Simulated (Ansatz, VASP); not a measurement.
## BAs in two plane-wave programs

Aim: how closely do two programs agree when they are given the same cell, functional and k mesh? The structure shown comes from an earlier Ansatz run, which isn't shown and may have moved the atoms alone.

Main program and level: Ansatz 0.2.0; plane waves, with VASP 6.6.1 beside it; elastic constants at LDA.

### 1. The starting structure

The structure is cubic, space group F-43m (No. 216). Conventional cell: a = 4.732 Å, b = 4.732 Å, c = 4.732 Å, α = 90.00°, β = 90.00°, γ = 90.00°. Nearest to B lie 4 As at 2.05 Å. As has 4 B at 2.05 Å nearest. Farther neighbours are not listed.

Coordinates:

```cif
data_structure
_symmetry_space_group_name_H-M 'F-43m'
_symmetry_Int_Tables_number 216
_cell_length_a 4.7317
_cell_length_b 4.7317
_cell_length_c 4.7317
_cell_angle_alpha 90.000
_cell_angle_beta 90.000
_cell_angle_gamma 90.000
_cell_volume 105.94
loop_
_atom_site_label
_atom_site_type_symbol
_atom_site_symmetry_multiplicity
_atom_site_Wyckoff_symbol
_atom_site_fract_x
_atom_site_fract_y
_atom_site_fract_z
_atom_site_occupancy
B1 B 4 a 0.00000 0.00000 0.00000 1
As1 As 4 d 0.25000 0.25000 0.75000 1
```

### 2. Ansatz: elastic constants, LDA

Ansatz runs on its PAW soft_1 files.

Elastic constants are differences of stresses under small strains, so they test the stress and the mesh.

input.yaml

```yaml
crystal:
  lattice:
    - [0.0, 2.3658283884, 2.3658283884]
    - [2.3658283884, 0.0, 2.3658283884]
    - [2.3658283884, 2.3658283884, 0.0]
  atoms:
    - { symbol: B, position: [0.0, 0.0, 0.0] }
    - { symbol: As, position: [0.25, 0.25, 0.25] }
kpoints:
  mp_grid: { grid: [10, 10, 10] }
hamiltonian:
  xc: lda
  pseudopotentials: { kind: paw, azcp: { folder: soft_1 }, xc_functional: pbe }
scf:
  occupations: { method: fixed }
output:
  forces: true
  stress: true
  eigenvalues: true
elastic:
  mode: relaxed_ion
  stencil: two_point
```

The run is started by

```
ansatz run input.yaml --threads 8 --pin off --max-ram 15360MiB --backend cpu --events-out ev --progress --plain --runs-dir out
```

Numbers of over 12 decimals in the logs are rounded to 6 here.

The log of the run:

```text
Engine: ansatz 0.2.0, x86_64-unknown-linux-gnu
Pseudopotentials: kind: paw
Pseudopotential: B, paw, valence charge 3, recommended cutoff 420 eV (normal), soft_1/B.paw.azcp
Pseudopotential: As, paw, valence charge 15, recommended cutoff 420 eV (normal), soft_1/As.paw.azcp
Functional definition: SPW92
  exchange = slater_x
  correlation = pw_c
Crystal: 2 atoms, lattice volume = 26.484 Å³
Basis set: ecut = 420 eV, 531 PW (Γ)
Bands: 13, of which v1, the nominal top of the filled ones, is band 9 counted from 1 (8 counted from 0)
Symmetry: 24 space group operations
Space group: F-43m (ITA 216), of the structure as read, at distance tolerance 3.0e-5 Å
k-points: 47 of 1000 (time reversal used)
Non-local potential: B, projectors of the file, l = 0: 2, l = 1: 2, l = 2: 1
Non-local potential: As, projectors of the file, l = 0: 2, l = 1: 2, l = 2: 3, l = 3: 1
PAW form: soft (Blöchl's): semilocal exchange-correlation on the pseudo side does not see the compensation charge
PAW frozen core: B, regenerated for the run's functional, and the local potential with it (the file was generated under x = pbe(κ = 0.804, μ = 0.219515), c = pbe(β = 0.066725))
PAW frozen core: As, regenerated for the run's functional, and the local potential with it (the file was generated under x = pbe(κ = 0.804, μ = 0.219515), c = pbe(β = 0.066725))
PAW one-centre angular grid: B, 110 points (default); XC on 64 Gauss nodes
PAW one-centre angular grid: As, 590 points (default); XC on 64 Gauss nodes
Initial density: superposition of atomic densities (chi_scale 0.1, normalization cell, long waves kept (reshape's long-wave potential 0.00 eV rms))
Initial wavefunctions: pseudopotential atomic-orbital guess
Functional: x = slater, c = lda
SCF iter   1: F=—  HF=-4924.240916 eV  |F-HF|=—  |Δ(HF+E_count)|=         —  Δρ=7.89e-2  dr2=2.11e0  ethr=3.10e-3  ⟨swp⟩=4.3  Hψ=3098  notcnv=0  defer=59
preconditioner: auto → none  [insulator: Δε(μ)=1.802 eV  Ē_g=12.666 eV  n_scr=8 (ndim 8)  ℏωp=20.4 eV  f_vac=0.000  ε∞_Penn≈3.6]
SCF iter   2: F=—  HF=-4923.582022 eV  |F-HF|=—  |Δ(HF+E_count)|=   6.59e-1  Δρ=2.52e-2  dr2=1.47e-1  ethr=3.10e-3  ⟨swp⟩=2.3  Hψ=1315  notcnv=0  defer=68
SCF iter   3: F=—  HF=-4923.539697 eV  |F-HF|=—  |Δ(HF+E_count)|=   4.23e-2  Δρ=1.01e-2  dr2=1.85e-2  ethr=8.19e-4  ⟨swp⟩=2.1  Hψ=880  notcnv=0  defer=87
SCF iter   4: F=—  HF=-4923.536023 eV  |F-HF|=—  |Δ(HF+E_count)|=   3.67e-3  Δρ=3.99e-3  dr2=3.19e-3  ethr=1.03e-4  ⟨swp⟩=2.5  Hψ=1122  notcnv=0  defer=87
SCF iter   5: F=—  HF=-4923.534976 eV  |F-HF|=—  |Δ(HF+E_count)|=   1.05e-3  Δρ=9.15e-4  dr2=1.33e-4  ethr=1.77e-5  ⟨swp⟩=3.1  Hψ=1127  notcnv=0  defer=87
SCF iter   6: F=—  HF=-4923.534960 eV  |F-HF|=—  |Δ(HF+E_count)|=   1.60e-5  Δρ=1.02e-4  dr2=1.31e-6  ethr=7.41e-7  ⟨swp⟩=2.8  Hψ=1134  notcnv=0  defer=85
SCF iter   7: F=—  HF=-4923.534960 eV  |F-HF|=—  |Δ(HF+E_count)|=   3.76e-7  Δρ=5.94e-6  dr2=4.46e-9  ethr=7.28e-9  ⟨swp⟩=2.0  Hψ=804  notcnv=0  defer=1
SCF iter   8: F=—  HF=-4923.534960 eV  |F-HF|=—  |Δ(HF+E_count)|=  7.06e-10  Δρ=3.52e-7  dr2=1.14e-11  ethr=2.48e-11  ⟨swp⟩=2.0  Hψ=1014  notcnv=0  defer=1
SCF iter   9: F=-4923.534960 eV  HF=-4923.534960 eV  |F-HF|=3.64e-12  |Δ(HF+E_count)|=  1.82e-12  Δρ=1.14e-8  dr2=2.18e-14  ethr=1.00e-12  ⟨swp⟩=4.8  Hψ=3637  notcnv=0
SCF 1 converged in 9 iterations: F = -4923.534960 eV  dr2 = 2.18e-14
  greatest PAW one-centre occupation: 0.999 electrons in one spin orbital (limit 2), on the As atom at site 1 (counted from 0), in its partial waves of l = 2
Crystal: 2 atoms, lattice volume = 26.431 Å³
Symmetry: 8 space group operations
k-points: 102 of 1000 (time reversal used)
Initial density: handed on by an earlier stage of this run
Initial wavefunctions: those handed on with the density
iter 1 solved again at ethr=2.41e-7 eV; its pass at ethr=3.10e-3 eV (dr2=4.34e-5 eV) is discarded
SCF iter   1: F=—  HF=-4923.534869 eV  |F-HF|=—  |Δ(HF+E_count)|=         —  Δρ=3.41e-4  dr2=4.32e-5  ethr=2.41e-7  ⟨swp⟩=2.3  Hψ=7496  notcnv=0  defer=133
preconditioner: auto → none  [insulator: Δε(μ)=1.075 eV  Ē_g=12.584 eV  n_scr=8 (ndim 8)  ℏωp=20.4 eV  f_vac=0.000  ε∞_Penn≈3.6]
SCF iter   2: F=—  HF=-4923.534855 eV  |F-HF|=—  |Δ(HF+E_count)|=   1.37e-5  Δρ=8.82e-5  dr2=2.13e-6  ethr=2.40e-7  ⟨swp⟩=2.0  Hψ=1653  notcnv=0  defer=84
SCF iter   3: F=—  HF=-4923.534855 eV  |F-HF|=—  |Δ(HF+E_count)|=   5.76e-7  Δρ=3.53e-5  dr2=2.59e-7  ethr=1.18e-8  ⟨swp⟩=2.7  Hψ=2082  notcnv=0  defer=2
SCF iter   4: F=—  HF=-4923.534855 eV  |F-HF|=—  |Δ(HF+E_count)|=   3.06e-8  Δρ=1.28e-5  dr2=3.53e-8  ethr=1.44e-9  ⟨swp⟩=2.2  Hψ=2250  notcnv=0  defer=2
SCF iter   5: F=—  HF=-4923.534855 eV  |F-HF|=—  |Δ(HF+E_count)|=   7.48e-9  Δρ=3.02e-6  dr2=1.33e-9  ethr=1.96e-10  ⟨swp⟩=2.6  Hψ=2255  notcnv=0  defer=2
[...]
SCF iter   1: F=—  HF=-4923.534899 eV  |F-HF|=—  |Δ(HF+E_count)|=         —  Δρ=2.14e-5  dr2=7.84e-8  ethr=4.36e-9  ⟨swp⟩=4.0  Hψ=8618  notcnv=0  defer=168
preconditioner: auto → none  [insulator: Δε(μ)=1.096 eV  Ē_g=12.568 eV  n_scr=8 (ndim 8)  ℏωp=20.4 eV  f_vac=0.000  ε∞_Penn≈3.6]
SCF iter   2: F=—  HF=-4923.534899 eV  |F-HF|=—  |Δ(HF+E_count)|=   2.52e-8  Δρ=8.79e-6  dr2=1.02e-8  ethr=4.36e-10  ⟨swp⟩=1.0  Hψ=3591  notcnv=0  defer=146
SCF iter   3: F=—  HF=-4923.534899 eV  |F-HF|=—  |Δ(HF+E_count)|=   2.47e-9  Δρ=1.20e-6  dr2=1.50e-10  ethr=5.64e-11  ⟨swp⟩=2.1  Hψ=2729  notcnv=0  defer=146
SCF iter   4: F=—  HF=-4923.534899 eV  |F-HF|=—  |Δ(HF+E_count)|=  3.18e-11  Δρ=1.97e-7  dr2=3.20e-12  ethr=8.33e-13 (applied; sched 1.00e-12)  ⟨swp⟩=2.6  Hψ=3079  notcnv=0  defer=146
SCF iter   5: F=—  HF=-4923.534899 eV  |F-HF|=—  |Δ(HF+E_count)|=    0.00e0  Δρ=4.02e-8  dr2=4.19e-13  ethr=1.78e-14 (applied; sched 1.00e-12)  ⟨swp⟩=3.0  Hψ=3740  notcnv=0  defer=146
SCF iter   6: F=-4923.534899 eV  HF=-4923.534899 eV  |F-HF|=9.09e-13  |Δ(HF+E_count)|=  9.09e-13  Δρ=1.45e-8  dr2=7.92e-14  ethr=1.00e-12  ⟨swp⟩=4.4  Hψ=7561  notcnv=0
SCF 6 converged in 6 iterations: F = -4923.534899 eV  dr2 = 7.92e-14
relax step   3: F+E_penalty+E_count = -4923.53489899 eV  Δ(F+E_penalty+E_count) = -9.049e-7 eV  max|allowed force component| = 1.808e-8 eV/Å  Δτ_max = 0.0002 Å  (6 SCF iters, accepted)
[...]
relax step   1: F+E_penalty+E_count = -4923.53489210 eV  Δ(F+E_penalty+E_count) = +0.000e0 eV  max|allowed force component| = 1.531e-2 eV/Å  Δτ_max = 0.0000 Å  (9 SCF iters, accepted)
[...]
relax step   2: F+E_penalty+E_count = -4923.53489899 eV  Δ(F+E_penalty+E_count) = -6.888e-6 eV  max|allowed force component| = 4.534e-8 eV/Å  Δτ_max = 0.0004 Å  (7 SCF iters, accepted)
iter 1 solved again at ethr=1.00e-12 eV; its pass at ethr=3.10e-3 eV (dr2=9.54e-15 eV) is discarded
SCF iter   1: F=—  HF=-4923.534899 eV  |F-HF|=—  |Δ(HF+E_count)|=         —  Δρ=5.70e-9  dr2=5.00e-15  ethr=1.00e-12  ⟨swp⟩=1.0  Hψ=11265  notcnv=0
SCF iter   2: F=-4923.534899 eV  HF=-4923.534899 eV  |F-HF|=2.73e-12  |Δ(HF+E_count)|=  2.73e-12  Δρ=2.50e-9  dr2=5.40e-16  ethr=1.00e-12  ⟨swp⟩=4.0  Hψ=7301  notcnv=0
SCF 10 converged in 2 iterations: F = -4923.534899 eV  dr2 = 5.40e-16
SCF converged after 9 iterations
Free energy (F): -4923.534960 eV
Harris-Foulkes:  -4923.534960 eV  (|F-HF|=3.64e-12)
Internal energy: -4923.534960 eV  (E = F + TS)
E sigma→0 (E₀):  -4923.534960 eV
Fermi energy:    10.861433 eV
--- Per-component energies (eV) ---
  E_band       = -217.342453
  E_kinetic    = 148.589475
  E_local      = -1936.453874  (includes V_loc(G=0)·N_el)
  E_nonlocal   = -380.006349
  E_hartree    = 1093.341806
  E_xc         = -103.483500
  E_vxc        = -113.373696  (∫ρ·V_xc dr)
  E_paw        = -2005.330568  (= ΣΔE_a)
  E_vpaw       = -122.781624  (= ΣTr[D̂ρ^β])
  E_aug_tail   = -0.000004  (compensation charges beyond the density's cutoff)
  E_ewald      = -1742.313010
  E_core_change = 2.121063  (= ΣΔE_core)
  E_smearing   = -0.000000  (= −TS)
  E_closure    = -0.000000  (closes the sum)
  Σ components = -4923.534960   (vs F -4923.534960, Δ=0.00e0)
--- Forces (eV/Å), atoms counted from 1 ---
  atom   1  B      0.00000000    -0.00000000     0.00000000
  atom   2  As     0.00000000    -0.00000000    -0.00000000
  max |Σ_I F_I| component: 4.63e-16 eV/Å
--- Stress (GPa, compression-positive) ---
        0.008910      -0.000000      -0.000000
       -0.000000       0.008910       0.000000
       -0.000000       0.000000       0.008910
  P = ⅓ Tr σ = 0.0089 GPa (0.089 kbar)
--- Band table (eV; the first three rows and the last of 47) ---
  k-point 0: bands = [... 5 lower, -4.7897, 10.8614, 10.8614, 10.8614, 14.1509, 14.1509, 14.1509, 15.8724]
  k-point 1: bands = [... 5 lower, -4.6219, 9.4543, 10.5505, 10.5505, 14.3396, 14.5592, 14.5592, 16.6874]
  k-point 2: bands = [... 5 lower, -4.1268, 7.0508, 9.9615, 9.9615, 14.1747, 15.2899, 15.2899, 18.2100]
  k-point 46: bands = [... 5 lower, -0.3733, 2.7420, 5.3292, 5.5868, 15.3754, 15.7211, 18.8390, 18.8414]
--- Elastic constants: 2 strain directions × 2 members + reference (group order 24) ---
  dense FFT box of the reference and of every strained cell: 24×24×24
  strains applied: 11, 23; error gains: componentwise 1.00 (the most a stress slope's error grows in a printed constant), spectral 1.73 (1 for all six strains in a standard setting)
  C = ∂σ_k/∂η_j (tension-positive GPa; Voigt order 11 22 33 23 13 12):
       289.770     75.810     75.810      0.000      0.000     -0.000
        75.810    289.770     75.810      0.000      0.000     -0.000
        75.810     75.810    289.770      0.000      0.000      0.000
         0.000     -0.000     -0.000    156.272      0.000      0.000
         0.000      0.000      0.000     -0.000    156.272      0.000
         0.000     -0.000      0.000      0.000      0.000    156.272
  reference stress σ⁰ (GPa):     -0.009     -0.009     -0.009     -0.000      0.000      0.000
  C* (energy form; C + prestress term) asymmetry max|C*_kj − C*_jk| = 4.263e-14 GPa — a small one proves nothing (zero by symmetry where the batch's group is 432, −43m or m−3m); a large one is finite-difference/SCF noise where every solve meets its electron count
  moduli (Voigt/Reuss/Hill, GPa): K = 147.13/147.13/147.13   G = 136.56/131.95/134.25   E = 308.83   ν = 0.150
  mechanically stable: yes (min eigenvalue of sym C = 156.27 GPa)
  strain η (Voigt 11):  stress-route row diagonal C_11 = 289.77 GPa, energy-path curvature d²(F+E_count+ΔE)/dδ²/Ω₀ = 289.75 GPa
         δ    σ_11 (GPa)             F (eV)   n_scf  n_hpsi   n_pw
    -2.000e-3      -0.5898       -4923.5348548       7   24135    533   relax 0 steps, max|allowed force component| 1.04e-16 eV/Å
     2.000e-3       0.5693       -4923.5348565       5   19008    534   relax 0 steps, max|allowed force component| 1.04e-16 eV/Å
  strain η (Voigt 23):  stress-route row diagonal C_44 = 156.27 GPa, energy-path curvature d²(F+E_count+ΔE)/dδ²/Ω₀ = 156.21 GPa
         δ    σ_23 (GPa)             F (eV)   n_scf  n_hpsi   n_pw
    -2.000e-3      -0.3125       -4923.5348990       2   20196    534   relax 3 steps, max|allowed force component| 1.81e-8 eV/Å
     2.000e-3       0.3125       -4923.5348990       2   19983    534   relax 2 steps, max|allowed force component| 4.53e-8 eV/Å
```

[end of part 1 of 2]

[Lines on the potential files, build, host, timing and source positions are cut from VASP's logs without a mark.]

[Logs are printed without paths, hosts, clocks, repeated set-up lines and the standing remarks that a program may print on its own settings, such as how far it seeks lower states.]

[Hosts, paths, dates, database ids (printed as entryN), source tags and the programs' standing remarks are cut or masked in the printed files.]
